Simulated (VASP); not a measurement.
```
CsSnI3
1.0
    6.24034     0.00000     0.00000
    0.00000     6.24034     0.00000
    0.00000     0.00000     6.24034
Cs Sn I
1 1 3
Cartesian
  0.00000   0.00000   0.00000
  3.12017   3.12017   3.12017
  3.12017   0.00000   3.12017
  0.00000   3.12017   3.12017
  3.12017   3.12017   0.00000
```

All values below come from PBE GGA, VASP's PBE PAW potentials (set 64) (plane waves; VASP 6.6.1). Run with 400 eV cut-off, 3×3×3 Γ-centred mesh, Gaussian smearing of 0.050 eV, potentials Cs_sv Sn_d I.

**Question.** What does the run give for the energy per atom (σ→0)?

**Answer.** 
The energy per atom (σ→0) is -2.843 eV/atom.

Total energies compare only between runs with the same potentials, cut-off and functional.

The compound is CsSnI3 in the cubic perovskite structure, the ideal cubic form; the compound distorts at low or room temperature. It was relaxed first. The start is the result of an earlier pass.
